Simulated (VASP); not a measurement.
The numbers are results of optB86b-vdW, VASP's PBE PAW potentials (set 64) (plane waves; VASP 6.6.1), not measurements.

VASP ran on this input.

**KPOINTS**
```
Automatic mesh
0
gamma
  12 12 12
0 0 0
```

File POSCAR:
```
Sn
1.0
 -2.9150000000   2.9150000000   1.5900000000
  2.9150000000  -2.9150000000   1.5900000000
  2.9150000000   2.9150000000  -1.5900000000
Sn
2
direct
  0.2500000000   0.7500000000   0.5000000000
  0.0000000000   0.0000000000   0.0000000000
```

**INCAR**
```
LREAL  =  F
ENCUT  =  520   # plane-wave cut-off (eV)
ISIF  =  3
NSW  =  60
IBRION  =  2
SIGMA  =  0.1   # width (eV)
LASPH  =  T   # aspherical one-centre terms
ALGO  =  Normal   # blocked Davidson
NELM  =  100
LMAXMIX  =  4
EDIFF  =  1E-6
GGA  =  MK
PARAM2  =  1.0
SYSTEM  =  Sn
EDIFFG  =  -0.01
LUSE_VDW  =  T
AGGAC  =  0.0
LCHARG  =  F
PARAM1  =  0.1234
ISMEAR  =  1
LWAVE  =  F
PREC  =  Accurate
```

POTCAR, in this order: Sn_d (PBE.64 set). Program: vasp_std.

Output

**OSZICAR**
```
       N       E                     dE             d eps       ncg     rms          rms(c)
DAV:   1     0.209212281253E+03    0.20921E+03   -0.15017E+04  5888   0.243E+03
DAV:   2     0.167220621680E+02   -0.19249E+03   -0.19027E+03  5870   0.451E+02
DAV:   3    -0.850851715140E+00   -0.17573E+02   -0.17366E+02  6618   0.140E+02
DAV:   4    -0.139012870677E+01   -0.53928E+00   -0.53721E+00  6702   0.266E+01
DAV:   5    -0.141102119516E+01   -0.20892E-01   -0.20886E-01  7900   0.482E+00    0.230E+00
DAV:   6    -0.139518608245E+01    0.15835E-01   -0.36643E-02  7610   0.297E+00    0.127E+00
DAV:   7    -0.139199148877E+01    0.31946E-02   -0.21812E-02  7582   0.222E+00    0.169E-01
DAV:   8    -0.139206952751E+01   -0.78039E-04   -0.21737E-03  6650   0.678E-01    0.392E-02
DAV:   9    -0.139208200141E+01   -0.12474E-04   -0.63757E-05  7460   0.845E-02    0.141E-02
DAV:  10    -0.139208192344E+01    0.77969E-07   -0.10219E-05  6998   0.453E-02    0.228E-03
DAV:  11    -0.139208194276E+01   -0.19321E-07   -0.33861E-07  3186   0.829E-03
   1 F= -.13920819E+01 E0= -.13919195E+01  d E =-.139208E+01
       N       E                     dE             d eps       ncg     rms          rms(c)
DAV:   1    -0.167755185457E+01   -0.28547E+00   -0.65599E+00  6392   0.462E+01    0.282E+00
DAV:   2    -0.145243519014E+01    0.22512E+00   -0.38727E-01  7070   0.108E+01    0.128E+00
DAV:   3    -0.139948657690E+01    0.52949E-01   -0.17495E-01  7674   0.689E+00    0.151E-01
DAV:   4    -0.139711977234E+01    0.23668E-02   -0.62144E-03  6704   0.108E+00    0.554E-02
DAV:   5    -0.139682048500E+01    0.29929E-03   -0.35462E-04  7582   0.222E-01    0.254E-02
DAV:   6    -0.139679916929E+01    0.21316E-04   -0.41948E-05  6396   0.101E-01    0.466E-03
DAV:   7    -0.139679829760E+01    0.87169E-06   -0.11779E-06  3652   0.123E-02
   2 F= -.13967983E+01 E0= -.13966637E+01  d E =-.471635E-02
       N       E                     dE             d eps       ncg     rms          rms(c)
DAV:   1    -0.141064582302E+01   -0.13847E-01   -0.30023E-01  6388   0.942E+00    0.621E-01
DAV:   2    -0.139976702989E+01    0.10879E-01   -0.19425E-02  7014   0.241E+00    0.277E-01
DAV:   3    -0.139732204348E+01    0.24450E-02   -0.77538E-03  7680   0.146E+00    0.345E-02
DAV:   4    -0.139722130234E+01    0.10074E-03   -0.24712E-04  6246   0.209E-01    0.111E-02
DAV:   5    -0.139721369171E+01    0.76106E-05   -0.15036E-05  7574   0.357E-02    0.515E-03
DAV:   6    -0.139721378901E+01   -0.97297E-07   -0.10287E-06  3158   0.161E-02
   3 F= -.13972138E+01 E0= -.13970689E+01  d E =-.513185E-02
```

OUTCAR:
```
------------------------ aborting loop because EDIFF is reached ----------------------------------------
  FORCE on cell =-STRESS in cart. coord.  units (eV):
  Direction    XX          YY          ZZ          XY          YZ          ZX
  --------------------------------------------------------------------------------------
  Total        0.0058661      0.0058661      0.0038580      0.0000000      0.0000000      0.0000000
  in kB        0.1697961      0.1697961      0.1116726      0.0000000      0.0000000      0.0000000
  external PRESSURE =       0.1504216 kB  Pullay stress =       0.0000000 kB
  volume of cell :       55.35
      direct lattice vectors                 reciprocal lattice vectors
    -2.940077790  2.940077790  1.600861124     0.000000000  0.170063527  0.312331902
     2.940077790 -2.940077790  1.600861124     0.170063527  0.000000000  0.312331902
     2.940077790  2.940077790 -1.600861124     0.170063527  0.170063527  0.000000000
 POSITION                                       TOTAL-FORCE (eV/Angst)
 -----------------------------------------------------------------------------------
      2.94008      0.00000      0.80043         0.000000      0.000000      0.000000
      0.00000      0.00000      0.00000        -0.000000     -0.000000     -0.000000
 -----------------------------------------------------------------------------------
    total drift:                               -0.000000     -0.000000      0.000000
  FREE ENERGIE OF THE ION-ELECTRON SYSTEM (eV)
  ---------------------------------------------------
  free  energy   TOTEN  =        -1.3972137890 eV

  energy  without entropy=       -1.3967791221  energy(sigma->0) =       -1.39706890

 reached required accuracy - stopping structural energy minimisation
```
(Selected blocks of OUTCAR.)

File CONTCAR:
```
Sn
   1.00000000000000
    -2.9400777895518484    2.9400777895518484    1.6008611243651751
     2.9400777895518484   -2.9400777895518484    1.6008611243651751
     2.9400777895518484    2.9400777895518484   -1.6008611243651751
  Sn
     2
Direct
     0.2500000000000000    0.7500000000000000    0.5000000000000000
     0.0000000000000000    0.0000000000000000    0.0000000000000000
```

Energy and stress use the plane-wave basis of the starting cell.

The compound is Sn in the beta structure. This run relaxes it. Symmetry was kept, so distortions that lower it aren't found.
